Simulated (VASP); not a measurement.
# BiSbS4 (P2/m) in VASP: further runs

Runs on BiSbS4. Level: PBE. Tasks: relaxation of cell and atoms.

All numbers are computed with VASP 6.6.1; they aren't measurements. Logs are shortened: lines on timing, memory, paths and dates and some standing lists are left out, and cuts for length are marked.

## (1) The crystal as given

It takes space group P2/m (No. 10, monoclinic). The conventional cell has a = 6.100 Å, b = 3.750 Å, c = 6.500 Å, α = 90.00°, β = 90.00°, γ = 90.00°. Sb (site symmetry 2/m) has 6 S at 2.65 Å as nearest neighbours. Bi (site symmetry 2/m) has 6 S at 2.65 Å as nearest neighbours. S (site symmetry m) is surrounded by 1 Bi at 2.65 Å and 2 Sb at 2.65 Å. Around S (site symmetry m) lie 1 Sb at 2.65 Å and 2 Bi at 2.65 Å.

The cell was built by a generator and needn't be a form met in nature.

## (2) Relaxation of cell and atoms, PBE

Input file INCAR:

```
SYSTEM = BiSbS4
  PREC = Normal
  ENCUT = 520
  EDIFF = 1E-4
  ISMEAR = 0
  SIGMA = 0.15
  LREAL = .FALSE.
  LASPH = .TRUE.
  NELM = 60
  ALGO = Fast
  ISIF = 3
  LWAVE = .FALSE.
  LCHARG = .FALSE.
  GGA = PE
  IBRION = 2
  NSW = 24
  EDIFFG = -0.08
  KPAR = 2
```

Input file KPOINTS:

```
regular mesh
0
G
  3 4 2
  0 0 0
```

Input file POSCAR:

```
BiSbS4
1.0
    6.1000000000      0.0000000000      0.0000000000
    0.0000000000      3.7500000000      0.0000000000
    0.0000000000      0.0000000000      6.5000000000
Sb Bi S
1 1 4
Direct
    0.0000000000      0.5000000000      0.5000000000
    0.0000000000      0.0000000000      0.0000000000
    0.7500000000      0.0000000000      0.6670000000
    0.2500000000      0.0000000000      0.3330000000
    0.2500000000      0.5000000000      0.8330000000
    0.7500000000      0.5000000000      0.1670000000
```

Potentials or basis: VASP PAW PBE potentials, release 64 (Sb, Bi_d, S).

Run with:

```bash
$ cat potpaw_PBE.64/Sb/POTCAR potpaw_PBE.64/Bi_d/POTCAR potpaw_PBE.64/S/POTCAR > POTCAR
$ mpirun -np 2 vasp_std > vasp.out
```

OUTCAR:

```text
SYSTEM = BiSbS4
   PREC = Normal
   ENCUT = 520
   EDIFF = 1E-4
   ISMEAR = 0
   LREAL = .FALSE.
   LASPH = .TRUE.
   NELM = 60
   ISIF = 3
   GGA = PE
   IBRION = 2
   NSW = 24
   EDIFFG = -0.08

 ion  position               nearest neighbor table
   1  0.000  0.500  0.500-   5 2.65   6 2.65   3 2.65   4 2.65   3 2.65   4 2.65   2 3.75   2 3.75
                             2 3.75   2 3.75
   2  0.000  0.000  0.000-   3 2.65   4 2.65   5 2.65   6 2.65   5 2.65   6 2.65   1 3.75   1 3.75
                             1 3.75   1 3.75
   3  0.750  0.000  0.667-   2 2.65   1 2.65   1 2.65
   4  0.250  0.000  0.333-   2 2.65   1 2.65   1 2.65
   5  0.250  0.500  0.833-   1 2.65   2 2.65   2 2.65
   6  0.750  0.500  0.167-   1 2.65   2 2.65   2 2.65

  LATTYP: Found a simple orthorhombic cell.
 ALAT       =     3.7500000000
 B/A-ratio  =     1.6266666667
 C/A-ratio  =     1.7333333333

  Lattice vectors:

 A1 = (   0.0000000000,  -3.7500000000,   0.0000000000)
 A2 = (   6.1000000000,   0.0000000000,   0.0000000000)
 A3 = (   0.0000000000,   0.0000000000,   6.5000000000)

Analysis of symmetry for initial positions (statically):
=====================================================================
 Subroutine PRICEL returns:
 Original cell was already a primitive cell.

 Routine SETGRP: Setting up the symmetry group for a
 simple orthorhombic supercell.

 Subroutine GETGRP returns: Found  4 space group operations
 (whereof  4 operations were pure point group operations)
 out of a pool of  8 trial point group operations.

The static configuration has the point symmetry C_2h.

Analysis of symmetry for dynamics (positions and initial velocities):
=====================================================================
 Subroutine PRICEL returns:
 Original cell was already a primitive cell.

 Routine SETGRP: Setting up the symmetry group for a
 simple orthorhombic supercell.

 Subroutine GETGRP returns: Found  4 space group operations
 (whereof  4 operations were pure point group operations)
 out of a pool of  8 trial point group operations.

The dynamic configuration has the point symmetry C_2h.

 Subroutine INISYM returns: Found  4 space group operations
 (whereof  4 operations are pure point group operations),
 and found     1 'primitive' translations

----------------------------------------------------------------------------------------

                                     Primitive cell

  volume of cell :     148.6875

  direct lattice vectors                    reciprocal lattice vectors
     6.100000000  0.000000000  0.000000000     0.163934426  0.000000000  0.000000000
     0.000000000  3.750000000  0.000000000     0.000000000  0.266666667  0.000000000
     0.000000000  0.000000000  6.500000000     0.000000000  0.000000000  0.153846154

  length of vectors
     6.100000000  3.750000000  6.500000000     0.163934426  0.266666667  0.153846154

  position of ions in fractional coordinates (direct lattice)
     0.000000000  0.500000000  0.500000000
     0.000000000  0.000000000  0.000000000
     0.750000000  0.000000000  0.667000000
     0.250000000  0.000000000  0.333000000
     0.250000000  0.500000000  0.833000000
     0.750000000  0.500000000  0.167000000

  ion indices of the primitive-cell ions
   primitive index   ion index
                 1           1
                 2           2
                 3           3
                 4           4
                 5           5
                 6           6

----------------------------------------------------------------------------------------

 KPOINTS: regular mesh

Automatic generation of k-mesh.
 Grid dimensions read from file:
 generate k-points for:    3    4    2

 Generating k-lattice:

  Cartesian coordinates                     Fractional coordinates (reciprocal lattice)
     0.054644809  0.000000000  0.000000000     0.333333333  0.000000000  0.000000000
     0.000000000  0.066666667  0.000000000     0.000000000  0.250000000  0.000000000
     0.000000000  0.000000000  0.076923077     0.000000000  0.000000000  0.500000000

  Length of vectors
     0.054644809  0.066666667  0.076923077

  Shift w.r.t. Gamma in fractional coordinates (k-lattice)
     0.000000000  0.000000000  0.000000000

 Subroutine IBZKPT returns following result:
 ===========================================

 Found     12 irreducible k-points:

 Following reciprocal coordinates:
            Coordinates               Weight
  0.000000  0.000000  0.000000      1.000000
  0.333333  0.000000  0.000000      2.000000
  0.000000  0.250000  0.000000      2.000000
  0.333333  0.250000  0.000000      4.000000
  0.000000  0.500000  0.000000      1.000000
  0.333333  0.500000  0.000000      2.000000
  0.000000  0.000000  0.500000      1.000000
  0.333333  0.000000  0.500000      2.000000
  0.000000  0.250000  0.500000      2.000000
  0.333333  0.250000  0.500000      4.000000
  0.000000  0.500000  0.500000      1.000000
  0.333333  0.500000  0.500000      2.000000
   k-points           NKPTS =     12   k-points in BZ     NKDIM =     12   number of bands    NBANDS=     26
   number of dos      NEDOS =    301   number of ions     NIONS =      6
   total plane-waves  NPLWV =  31104
   dimension x,y,z NGX =    36 NGY =   24 NGZ =   36
   dimension x,y,z NGXF=    72 NGYF=   48 NGZF=   72
   ions per type =               1   1   4
   NGX,Y,Z   is equivalent  to a cutoff of   9.81, 10.64,  9.21 a.u.
   NGXF,Y,Z  is equivalent  to a cutoff of  19.62, 21.28, 18.41 a.u.
 SYSTEM =  BiSbS4
   PREC   = normal    normal or accurate (medium, high low for compatibility)
   ISTART =      0    job   : 0-new  1-cont  2-samecut
   ICHARG =      2    charge: 1-file 2-atom 10-const
   ISPIN  =      1    spin polarized calculation?
   LNONCOLLINEAR =      F non collinear calculations
   LSORBIT =      F    spin-orbit coupling
   LASPH  =      T    aspherical Exc in radial PAW
   ENCUT  =  520.0 eV  38.22 Ry    6.18 a.u.  11.34  6.97 12.09*2*pi/ulx,y,z
   NELM   =     60;   NELMIN=  2; NELMDL= -5     # of ELM steps
   EDIFF  = 0.1E-03   stopping-criterion for ELM
   LREAL  =      F    real-space projection
   EDIFFG = -.8E-01   stopping-criterion for IOM
   NSW    =     24    number of steps for IOM
   IBRION =      2    ionic relax: 0-MD 1-quasi-New 2-CG
   NFREE  =      1    steps in history (QN), initial steepest desc. (CG)
   ISIF   =      3    stress and relaxation
   ISYM   =      2    0-nonsym 1-usesym 2-fastsym
   POTIM  = 0.5000    time-step for ionic-motion
   TEBEG  =    0.0;   TEEND  =   0.0 temperature during run
   PSTRESS=    0.0 pullay stress
   NELECT =      44.0000    total number of electrons
   NUPDOWN=      -1.0000    fix difference up-down
   EMIN   =  10.00;   EMAX   =-10.00  energy-range for DOS
   EFERMI =   0.00;   METHOD = LEGACY
   ISMEAR =     0;   SIGMA  =   0.15  broadening in eV -4-tet -1-fermi 0-gaus
   EFERMI_NEDOS =   21; number of points for ismear=-14 and -15
   IALGO  =     68    algorithm
   IMIX   =      4    mixing-type and parameters
     AMIX     =   0.40;   BMIX     =  1.00
     AMIX_MAG =   1.60;   BMIX_MAG =  1.00
  volume/ion in A,a.u.               =      24.78       167.23
  Fermi-wavevector in a.u.,A,eV,Ry     =   1.090940  2.061578 16.192978  1.190150
  Thomas-Fermi vector in A             =   2.227175
   LORBIT       =      0    0 simple, 1 ext, 2 COOP (PROOUT), +10 PAW based schemes
   GGA     = PE    functional components
   LHFCALC =     F    Hartree Fock is set to
   AEXX    =    0.0000 exact exchange contribution
   IVDW    =     0    specifies the selected vdW correction
   LEPSILON=     F    determine dielectric tensor
   LRPA    =     F    only Hartree local field effects (RPA)
 conjugate gradient relaxation of ions
 non-spin polarized calculation
 RMM-DIIS sequential band-by-band and
 Gauss-broadening in eV      SIGMA  =   0.15
  energy-cutoff  :      520.00
  volume of cell :      148.69
 maximum number of plane-waves:      4018
   NGX = 23   NGY = 13   NGZ = 25

--------------------------------------- Ionic step        1  -------------------------------------------

 number of electron      43.9999999 magnetization

 Free energy of the ion-electron system (eV)
  ---------------------------------------------------
  ext. energy  EPLUGINS =         0.00000000
  ---------------------------------------------------
  free energy    TOTEN  =       -24.65210952 eV

  energy without entropy =      -24.60427191  energy(sigma->0) =      -24.62819071

------------------------ aborting loop because EDIFF is reached ----------------------------------------

  FORCE on cell =-STRESS in cart. coord.  units (eV):
  Direction    XX          YY          ZZ          XY          YZ          ZX
  --------------------------------------------------------------------------------------
  -------------------------------------------------------------------------------------
  Total        4.2466286      5.6398103      3.8253368      0.0000000      0.0000000      0.1578169
  in kB       45.7594083     60.7715930     41.2197923      0.0000000      0.0000000      1.7005507
  external PRESSURE =      49.2502645 kB  Pullay stress =       0.0000000 kB
[... 101 lines left out ...]
  FREE ENERGIE OF THE ION-ELECTRON SYSTEM (eV)
  ---------------------------------------------------
  free  energy   TOTEN  =       -24.9034419606 eV

  energy  without entropy=      -24.8586746587  energy(sigma->0) =      -24.88105831

[... ionic steps 4 to 8 ...]

--------------------------------------- Ionic step        9  -------------------------------------------

 number of electron      43.9999969 magnetization

 E-fermi :   4.3868     XC(G=0):  -9.0457

 val. band max:        4.3771129023   @ k =   0.0000   0.0000   0.0000
 cond. band min:       4.4370401028   @ k =   0.0000   0.0000   0.5000
 fundamental gap:      0.0599272005
 Fermi energy:         4.3867833212

 k-point     1 :       0.0000    0.0000    0.0000
  band No.  band energies     occupation
      1     -18.3822      2.00000
      2     -18.3433      2.00000
      3     -18.3294      2.00000
      4     -18.3145      2.00000
      5     -18.3049      2.00000
      6     -10.2344      2.00000
[... 414 lines left out ...]
  energy  without entropy=      -25.1448789105  energy(sigma->0) =      -25.15406537

--------------------------------------- Ionic step       11  -------------------------------------------

 number of electron      43.9999964 magnetization

 Free energy of the ion-electron system (eV)
  ---------------------------------------------------
  ext. energy  EPLUGINS =         0.00000000
  ---------------------------------------------------
  free energy    TOTEN  =       -25.16592300 eV

  energy without entropy =      -25.14705274  energy(sigma->0) =      -25.15648787

 E-fermi :   4.1745     XC(G=0):  -8.9816

 val. band max:        4.1317406908   @ k =   0.0000   0.0000   0.0000
 cond. band min:       4.2362513265   @ k =   0.0000   0.0000   0.5000
 fundamental gap:      0.1045106357
 Fermi energy:         4.1745052074

 k-point     1 :       0.0000    0.0000    0.0000
  band No.  band energies     occupation
      1     -18.5496      2.00000
      2     -18.5143      2.00000
      3     -18.5024      2.00000
      4     -18.4884      2.00000
      5     -18.4779      2.00000
      6     -10.2676      2.00000
[... 370 lines left out ...]
  FREE ENERGIE OF THE ION-ELECTRON SYSTEM (eV)
  ---------------------------------------------------
  free  energy   TOTEN  =       -25.1659229970 eV

  energy  without entropy=      -25.1470527382  energy(sigma->0) =      -25.15648787

 reached required accuracy - stopping structural energy minimisation
```

Run time: 3.2 min. Hardware: 2 MPI ranks of AMD EPYC 7R43 (Zen 3), shared host; peak memory 0.17 GiB.

What came out:

| Item | Value |
| --- | --- |
| Free energy | -25.1659 eV |
| Relaxed volume | 26.42 Å³/atom |
| Relaxed cell | a = 6.085 Å, b = 3.831 Å, c = 6.801 Å, α = 90.00°, β = 91.35°, γ = 90.00° |
| Space group after relaxing (to 0.05 Å) | P2/m (No. 10) |
| Energy gained by relaxing | 85.6 meV/atom |
| Ionic steps | 11 |
| Pressure after relaxing | 0.1 GPa |
| Largest force after relaxing | 0.065 eV/Å |
| Band gap on the k mesh | none (metal or under the smearing width) |

Forces in eV/Å, atoms in the order of the input:
```
Sb   0.000  0.000  0.000
Bi   0.000  0.000  0.000
S    0.055  0.000  0.035
S   -0.055  0.000 -0.035
S   -0.050  0.000  0.009
S    0.050  0.000 -0.009
```

Stress tensor (GPa, compression positive):
```
 0.23  0.00  0.06
 0.00  0.03  0.00
 0.06  0.00 -0.01
```

Step by step:
```
step  energy change (eV)  largest force (eV/Å)  pressure (GPa)  volume (Å³)
   1              0.0000                1.2933            4.93       148.69
   2             -0.1979                0.7986           -3.15       165.68
   3             -0.2513                0.7116           -1.08       159.93
   4             -0.3505                0.5494           -0.81       158.92
   5             -0.4624                0.2511            0.02       156.86
   6             -0.4667                0.1913            0.25       156.37
   7             -0.4904                0.1547            0.04       157.38
   8             -0.5059                0.1770           -0.55       159.08
   9             -0.5002                0.1775            1.16       156.02
  10             -0.5111                0.0995            0.16       157.83
  11             -0.5138                0.0649            0.08       158.52
```

Final structure:
```cif
data_structure
_symmetry_space_group_name_H-M 'P 1'
_symmetry_Int_Tables_number 1
_cell_length_a 6.0853
_cell_length_b 3.8313
_cell_length_c 6.8011
_cell_angle_alpha 90.000
_cell_angle_beta 91.352
_cell_angle_gamma 90.000
_cell_volume 158.52
loop_
_atom_site_label
_atom_site_type_symbol
_atom_site_fract_x
_atom_site_fract_y
_atom_site_fract_z
_atom_site_occupancy
Sb1 Sb 0.00000 0.50000 0.50000 1
Bi1 Bi 0.00000 0.00000 0.00000 1
S1 S 0.75461 0.00000 0.63965 1
S2 S 0.24539 0.00000 0.36035 1
S3 S 0.25312 0.50000 0.80004 1
S4 S 0.74688 0.50000 0.19996 1
```

Caveat: the k mesh is coarse (spacing up to 0.48 Å⁻¹), so the values aren't converged; spin-orbit coupling is left out, which moves the levels of the heavy elements; this functional lacks dispersion, which binds the layers, so the pressure and a relaxed spacing across them are unreliable; the relaxation stopped at a loose force limit of 0.08 eV/Å, so its end isn't a converged minimum.

(Continued in part 2 of 2.)
